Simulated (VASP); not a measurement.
BaHRh:

```
Ba H Rh
1.0
     4.40823    0.00000    0.00000
    -2.20412    3.81764    0.00000
     0.00000    0.00000    3.47819
Ba H Rh
1 1 1
Direct
  0.66667 0.33333 0.00000
  0.33333 0.66667 0.50000
  0.00000 0.00000 0.50000
```

The cell was built by a generator and needn't be a form met in nature.

| Quantity | Value |
| --- | --- |
| Program | VASP 6.6.1 |
| Task | relaxation of cell and atoms |
| Functional | PBE |
| Potentials or basis | VASP PAW PBE potentials, release 64 (Ba_sv, H, Rh_pv) |
| Cutoff | 600 eV |
| k mesh | 7 × 7 × 8 |
| Occupations | gaussian, width 0.05 eV |
| Spin | no spin polarisation |

At the start: pressure 0.9 GPa; volume 19.51 Å³/atom.

Task: Where does the relaxation end?

Result: Over 14 steps the energy falls by 246.3 meV/atom and the volume is 18.55 Å³/atom (-4.9 %); space group P-6m2 (No. 187, to 0.05 Å).

The path:
```csv
step,energy change (eV),largest force (eV/Å),pressure (GPa),volume (Å³)
1,0.0000,0.0000,0.90,58.53
2,-0.0964,0.0000,0.05,59.42
3,-0.3623,0.0000,-2.13,61.61
4,-0.5907,0.0000,-5.46,64.00
5,-0.5920,0.0000,-4.43,63.44
6,-0.6730,0.0000,-3.56,61.14
7,-0.7154,0.0000,-2.44,58.87
8,-0.7120,0.0000,0.37,54.19
9,-0.7276,0.0000,-1.70,57.24
10,-0.7292,0.0000,-1.28,56.56
11,-0.7291,0.0000,-1.45,56.81
12,-0.7375,0.0000,-0.57,56.06
13,-0.7387,0.0000,0.26,55.44
14,-0.7390,0.0000,-0.02,55.64
```

Final structure:
```yaml
crystal:
  lattice:
    - [3.70199, 0.00000, 0.00000]
    - [-1.85099, 3.20602, 0.00000]
    - [0.00000, 0.00000, 4.68815]
  atoms:
    - { symbol: Ba, position: [0.66667, 0.33333, 0.00000] }
    - { symbol: H, position: [0.33333, 0.66667, 0.50000] }
    - { symbol: Rh, position: [0.00000, 0.00000, 0.50000] }
```
